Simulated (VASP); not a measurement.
VASP input:

File KPOINTS:
```
Automatic mesh
0
Gamma
8 8 2
0 0 0
```

File POSCAR:
```
Hg2Zn2S4
3.9526890
  0.0000000000   0.7071068014   0.7071068014
  0.7071068014   0.0000000000   0.7071068014
  2.8619522119   2.8619522119  -0.0335250064
Zn S Hg
2 4 2
Direct
  0.9853056519   0.9853056519   0.0110207611
  0.0128886556   0.0128886556   0.2403335083
  0.2484816620   0.2484816620   0.0636387535
  0.2759572773   0.2759572773   0.2930320420
  0.2454575445   0.2454575445   0.5659068417
  0.2190843147   0.2190843147   0.8356867639
  0.0206937852   0.0206937852   0.4844796611
  0.9921311089   0.9921311089   0.7559016684
```

### INCAR
```
# general
SYSTEM   =  Hg2Zn2S4
PREC     =  Accurate
ENCUT    =  400   # plane-wave cut-off (eV)
LREAL    =  .FALSE.
LASPH    =  .TRUE.   # aspherical one-centre terms

# electronic loop
EDIFF    =  1E-7
NELM     =  100
ALGO     =  Normal   # blocked Davidson
LMAXMIX  =  6   # l cut-off of mixed one-centre charges

# smearing
ISMEAR   =  -5   # tetrahedra, Bloechl

# functional
GGA      =  PS   # PBEsol

# ions
ISIF     =  2

# output
LWAVE    =  .FALSE.
LCHARG   =  .TRUE.
LORBIT   =  11   # lm-projected
NEDOS    =  601

# other
LEFG     =  .TRUE.
```

POTCAR, in this order: Zn S Hg (PBE.64 set). Program: vasp_std.

Problem. Translate this PBEsol calculation to Quantum ESPRESSO's pw.x.

Solution. One equivalent input (not run):
```
&CONTROL
  calculation = 'scf'
  pseudo_dir = './pseudo'
  outdir = './out'
  tprnfor = .true.
  tstress = .true.
/
&SYSTEM
  ibrav = 0
  nat = 8
  ntyp = 3
  ecutwfc = 84
  occupations = 'tetrahedra'
  input_dft = 'pbesol'
/
&ELECTRONS
  conv_thr = 7.3e-09
  electron_maxstep = 100
/
ATOMIC_SPECIES
  Zn 65.380 Zn.upf
  S 32.060 S.upf
  Hg 200.592 Hg.upf
CELL_PARAMETERS angstrom
     0.0000000    2.7949733    2.7949733
     2.7949733    0.0000000    2.7949733
    11.3124070   11.3124070   -0.1325139
ATOMIC_POSITIONS crystal
  Zn   0.9853057  0.9853057  0.0110208
  Zn   0.0128887  0.0128887  0.2403335
  S    0.2484817  0.2484817  0.0636388
  S    0.2759573  0.2759573  0.2930320
  S    0.2454575  0.2454575  0.5659068
  S    0.2190843  0.2190843  0.8356868
  Hg   0.0206938  0.0206938  0.4844797
  Hg   0.9921311  0.9921311  0.7559017
K_POINTS automatic
  8 8 2 0 0 0
```
What does not carry over: the potentials are each code's own (VASP's PAW set, PseudoDojo norm-conserving files in pw.x), so ENCUT and ecutwfc are chosen apart and not converted; conv_thr bounds pw.x's estimated SCF error, while EDIFF bounds the energy change between steps; the field gradients of LEFG aren't asked of the other code.

The structure was generated: Hg2Zn2S4 was put into an ordered model structure (R3m), which need not be its known phase. It was relaxed first.
